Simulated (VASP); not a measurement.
Calculation: TPSS meta-GGA, VASP's PBE PAW potentials (set 64) (plane waves; VASP 6.6.1).

The input files of a VASP run:

**POSCAR**
```
Nb
1
   -1.6481148467     1.6481148467     1.6481148467
    1.6481148467    -1.6481148467     1.6481148467
    1.6481148467     1.6481148467    -1.6481148467
Nb
1
Direct
  0.0000000000   0.0000000000   0.0000000000
```

### KPOINTS
```
Automatic mesh
0
Gamma
17 17 17
0 0 0
```

File KPOINTS_OPT:
```
k-points along high-symmetry lines
10
Line-mode
Reciprocal
  0.000000   0.000000   0.000000 ! GAMMA
  0.500000  -0.500000   0.500000 ! H

  0.500000  -0.500000   0.500000 ! H
  0.000000  -0.000000   0.500000 ! N

  0.000000  -0.000000   0.500000 ! N
  0.000000   0.000000   0.000000 ! GAMMA

  0.000000   0.000000   0.000000 ! GAMMA
  0.250000   0.250000   0.250000 ! P

  0.250000   0.250000   0.250000 ! P
  0.500000  -0.500000   0.500000 ! H

  0.250000   0.250000   0.250000 ! P
  0.000000  -0.000000   0.500000 ! N
```

INCAR:
```
LWAVE = F
LREAL = F
ENCUT = 520
NELM = 100   ! most electronic steps
ISMEAR = -5
SYSTEM = Nb
NEDOS = 601   ! DOS grid
LCHARG = F
LORBIT = 11   ! lm-projected
EDIFF = 1E-7   ! SCF stop (eV)
ALGO = Normal   ! blocked Davidson
LASPH = T   ! aspherical one-centre terms
LMAXMIX = 4   ! l cut-off of mixed one-centre charges
METAGGA = TPSS
LMIXTAU = T
PREC = Accurate
ISIF = 2   ! forces and stress, cell fixed
```

POTCAR, in this order: Nb_sv (PBE.64 set). Program: vasp_std.

Output

### OUTCAR
```
 ion  position               nearest neighbor table
   1  0.000  0.000  0.000-
  LATTYP: Found a body centered cubic cell.
 ALAT       =     3.2962296934
 Subroutine PRICEL returns:
 Original cell was already a primitive cell.
 Subroutine GETGRP returns: Found 48 space group operations
The static configuration has the point symmetry O_h .
The dynamic configuration has the point symmetry O_h .
 Subroutine INISYM returns: Found 48 space group operations
 Subroutine IBZKPT returns following result:
 Found    165 irreducible k-points:

 Following reciprocal coordinates:
            Coordinates               Weight
  0.000000  0.000000  0.000000      1.000000
  0.058824  0.000000  0.000000     12.000000
  0.117647  0.000000  0.000000     12.000000
  0.176471  0.000000  0.000000     12.000000
  0.235294  0.000000  0.000000     12.000000
  0.294118  0.000000  0.000000     12.000000
  0.352941  0.000000  0.000000     12.000000
  0.411765  0.000000  0.000000     12.000000
  0.470588  0.000000  0.000000     12.000000
  0.058824  0.058824  0.000000     24.000000
  0.117647  0.058824 -0.000000     48.000000
  0.176471  0.058824  0.000000     48.000000
  0.235294  0.058824 -0.000000     48.000000
  0.294118  0.058824 -0.000000     48.000000
  0.352941  0.058824  0.000000     48.000000
  0.411765  0.058824 -0.000000     48.000000
  0.470588  0.058824  0.000000     24.000000
  0.117647  0.117647  0.000000     24.000000
  0.176471  0.117647 -0.000000     48.000000
  0.235294  0.117647  0.000000     48.000000
  0.294118  0.117647  0.000000     48.000000
  0.352941  0.117647  0.000000     48.000000
  0.411765  0.117647  0.000000     48.000000
  0.176471  0.176471  0.000000     24.000000
  0.235294  0.176471  0.000000     48.000000
...
```

File OSZICAR:
```
       N       E                     dE             d eps       ncg     rms          rms(c)
DAV:   1     0.121137666652E+03    0.12114E+03   -0.77236E+03  3308   0.133E+03
DAV:   2     0.783295678093E+00   -0.12035E+03   -0.11759E+03  3494   0.446E+02
DAV:   3    -0.272216798909E+01   -0.35055E+01   -0.33798E+01  4764   0.726E+01
DAV:   4    -0.280900775439E+01   -0.86840E-01   -0.85857E-01  4222   0.977E+00
DAV:   5    -0.281092395332E+01   -0.19162E-02   -0.19070E-02  4442   0.125E+00    0.171E+01
DAV:   6    -0.187967804931E+02   -0.15986E+02   -0.46966E+01  5606   0.757E+01    0.563E+00
DAV:   7    -0.188652621744E+02   -0.68482E-01   -0.79134E-01  3768   0.119E+01    0.358E+00
DAV:   8    -0.186911533428E+02    0.17411E+00   -0.41229E-01  4404   0.660E+00    0.494E-01
DAV:   9    -0.189167033892E+02   -0.22555E+00   -0.11507E-01  3570   0.470E+00    0.626E-01
DAV:  10    -0.189148705533E+02    0.18328E-02   -0.91258E-03  4868   0.157E+00    0.270E-01
DAV:  11    -0.189135581351E+02    0.13124E-02   -0.29134E-03  5170   0.556E-01    0.718E-02
DAV:  12    -0.189162476962E+02   -0.26896E-02   -0.14235E-03  3612   0.519E-01    0.389E-02
DAV:  13    -0.189163926223E+02   -0.14493E-03   -0.14780E-04  4272   0.160E-01    0.185E-02
DAV:  14    -0.189163770338E+02    0.15588E-04   -0.59262E-06  4680   0.306E-02    0.127E-02
DAV:  15    -0.189163945596E+02   -0.17526E-04   -0.13261E-05  3768   0.366E-02    0.125E-03
DAV:  16    -0.189163989327E+02   -0.43731E-05   -0.13552E-06  4932   0.103E-02    0.102E-03
DAV:  17    -0.189163983129E+02    0.61980E-06   -0.41310E-08  2144   0.275E-03    0.513E-04
DAV:  18    -0.189163987095E+02   -0.39659E-06   -0.15878E-08  1814   0.208E-03    0.662E-04
DAV:  19    -0.189163982672E+02    0.44229E-06   -0.83343E-09  1786   0.160E-03    0.419E-04
DAV:  20    -0.189163983389E+02   -0.71667E-07   -0.33595E-09  1776   0.674E-04
   1 F= -.18916398E+02 E0= -.18916398E+02  d E =0.000000E+00
       N       E                     dE             ncg
```

OUTCAR:
```
------------------------ aborting loop because EDIFF is reached ----------------------------------------
  FORCE on cell =-STRESS in cart. coord.  units (eV):
  Direction    XX          YY          ZZ          XY          YZ          ZX
  --------------------------------------------------------------------------------------
  Total       -0.0277635     -0.0277635     -0.0277635      0.0000000      0.0000000     -0.0000000
  in kB       -2.4840653     -2.4840653     -2.4840653      0.0000000      0.0000000     -0.0000000
  external PRESSURE =      -2.4840653 kB  Pullay stress =       0.0000000 kB
  volume of cell :       17.91
      direct lattice vectors                 reciprocal lattice vectors
    -1.648114847  1.648114847  1.648114847     0.000000000  0.303376916  0.303376916
     1.648114847 -1.648114847  1.648114847     0.303376916  0.000000000  0.303376916
     1.648114847  1.648114847 -1.648114847     0.303376916  0.303376916  0.000000000
 POSITION                                       TOTAL-FORCE (eV/Angst)
 -----------------------------------------------------------------------------------
      0.00000      0.00000      0.00000         0.000000     -0.000000      0.000000
 -----------------------------------------------------------------------------------
    total drift:                               -0.000000      0.000000      0.000000
  FREE ENERGIE OF THE ION-ELECTRON SYSTEM (eV)
  ---------------------------------------------------
  free  energy   TOTEN  =       -18.9163983389 eV

  energy  without entropy=      -18.9163983389  energy(sigma->0) =      -18.91639834

 total charge

# of ion       s       p       d       tot
------------------------------------------
    1        2.218   5.992   2.474  10.684
```
(Selected blocks of OUTCAR.)

For a metal the tetrahedron method with Blöchl corrections gives inexact stress and forces.

The compound is Nb in the bcc structure. It was relaxed first.
